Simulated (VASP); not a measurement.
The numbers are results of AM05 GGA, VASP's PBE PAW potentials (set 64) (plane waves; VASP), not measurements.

A VASP calculation is set up with these files.

POSCAR:
```
LiF
1.9748460
  0.0000000000   1.0000001547   1.0000001547
  1.0000001547   0.0000000000   1.0000001547
  1.0000001547   1.0000001547   0.0000000000
Li F
1 1
Cartesian
  1.0000001547   2.0000003095   1.0000001547
  1.0000001547   1.0000001547   1.0000001547
```

### INCAR
```
! general
SYSTEM=LiF
PREC  =Accurate
ENCUT =520
LREAL =.False.
LASPH =.True.

! electronic loop
EDIFF =1E-7
NELM  =100
ALGO  =Normal

! smearing
ISMEAR=0
SIGMA =0.05

! functional
GGA   =AM

! ions
ISIF  =2

! output
LWAVE =.False.
LCHARG=.False.
```

**KPOINTS**
```
Automatic mesh
0
Gamma
11 11 11
0 0 0
```

POTCAR, in this order: Li_sv F (PBE.64 set). Program: vasp_std.

The run wrote:

OSZICAR:
```
       N       E                     dE             d eps       ncg     rms          rms(c)
DAV:   1     0.308657215381E+02    0.30866E+02   -0.56790E+03  1072   0.111E+03
DAV:   2    -0.902574487347E+01   -0.39891E+02   -0.38496E+02  1082   0.208E+02
DAV:   3    -0.996775354340E+01   -0.94201E+00   -0.93995E+00  1355   0.305E+01
DAV:   4    -0.997510682355E+01   -0.73533E-02   -0.73492E-02  1358   0.262E+00
DAV:   5    -0.997515038571E+01   -0.43562E-04   -0.43562E-04  1361   0.144E-01    0.407E+00
DAV:   6    -0.956079099867E+01    0.41436E+00   -0.21248E+00  1037   0.116E+01    0.139E+00
DAV:   7    -0.956375054864E+01   -0.29595E-02   -0.20424E-02  1402   0.162E+00    0.847E-01
DAV:   8    -0.957037557435E+01   -0.66250E-02   -0.16987E-02  1347   0.172E+00    0.102E-01
DAV:   9    -0.957050877403E+01   -0.13320E-03   -0.13792E-03  1091   0.414E-01    0.460E-02
DAV:  10    -0.957056406143E+01   -0.55287E-04   -0.18805E-04  1109   0.132E-01    0.817E-03
DAV:  11    -0.957056571657E+01   -0.16551E-05   -0.57196E-06  1368   0.306E-02    0.270E-03
DAV:  12    -0.957056607552E+01   -0.35895E-06   -0.11534E-06  1113   0.125E-02    0.117E-03
DAV:  13    -0.957056606391E+01    0.11604E-07   -0.10223E-07   756   0.315E-03
   1 F= -.95705661E+01 E0= -.95705661E+01  d E =-.234495E-27
```

### OUTCAR
```
------------------------ aborting loop because EDIFF is reached ----------------------------------------
  FORCE on cell =-STRESS in cart. coord.  units (eV):
  Direction    XX          YY          ZZ          XY          YZ          ZX
  --------------------------------------------------------------------------------------
  Total        0.4790287      0.4790287      0.4790287      0.0000000     -0.0000000     -0.0000000
  in kB       49.8244183     49.8244183     49.8244183      0.0000000     -0.0000000     -0.0000000
  external PRESSURE =      49.8244183 kB  Pullay stress =       0.0000000 kB
  volume of cell :       15.40
      direct lattice vectors                 reciprocal lattice vectors
     0.000000000  1.974846306  1.974846306    -0.253184260  0.253184260  0.253184260
     1.974846306  0.000000000  1.974846306     0.253184260 -0.253184260  0.253184260
     1.974846306  1.974846306  0.000000000     0.253184260  0.253184260 -0.253184260
  FREE ENERGIE OF THE ION-ELECTRON SYSTEM (eV)
  ---------------------------------------------------
  free  energy   TOTEN  =        -9.5705660639 eV

  energy  without entropy=       -9.5705660639  energy(sigma->0) =       -9.57056606
```
(Selected blocks of OUTCAR.)

### OUTCAR
```
 val. band max:       -0.6574690045   @ k =   0.0000   0.0000   0.0000

 cond. band min:       8.9705802949   @ k =   0.0000   0.0000   0.0000


 Fermi energy:        -0.2859184957

 k-point     1 :       0.0000    0.0000    0.0000
  band No.  band energies     occupation
      1     -40.5604      2.00000
      2     -20.6072      2.00000
      3      -0.6575      2.00000
      4      -0.6575      2.00000
      5      -0.6575      2.00000
      6       8.9706      0.00000
      7      23.8657      0.00000
      8      23.8658      0.00000
      9      23.8659      0.00000

 k-point     2 :       0.0909    0.0000    0.0000
  band No.  band energies     occupation
      1     -40.5539      2.00000
      2     -20.5719      2.00000
      3      -0.9137      2.00000
      4      -0.6786      2.00000
      5      -0.6786      2.00000
      6       9.2089      0.00000
      7      21.3203      0.00000
      8      22.6870      0.00000
      9      22.6870      0.00000

 k-point     3 :       0.1818    0.0000    0.0000
  band No.  band energies     occupation
      1     -40.5359      2.00000
      2     -20.4740      2.00000
      3      -1.5530      2.00000
      4      -0.7342      2.00000
      5      -0.7342      2.00000
      6       9.7542      0.00000
      7      18.9347      0.00000
      8      21.2638      0.00000
      9      21.2639      0.00000

 k-point     4 :       0.2727    0.0000    0.0000
  band No.  band energies     occupation
      1     -40.5126      2.00000
      2     -20.3412      2.00000
      3      -2.3132      2.00000
      4      -0.8047      2.00000
      5      -0.8047      2.00000
      6      10.2348      0.00000
      7      17.4232      0.00000
      8      20.0070      0.00000
      9      20.0070      0.00000

 k-point     5 :       0.3636    0.0000    0.0000
  band No.  band energies     occupation
      1     -40.4913      2.00000
      2     -20.2140      2.00000
      3      -2.9589      2.00000
...
```

The compound is LiF in the rock salt structure. This cell is one point of a volume scan, at 0.94 of the reference volume.
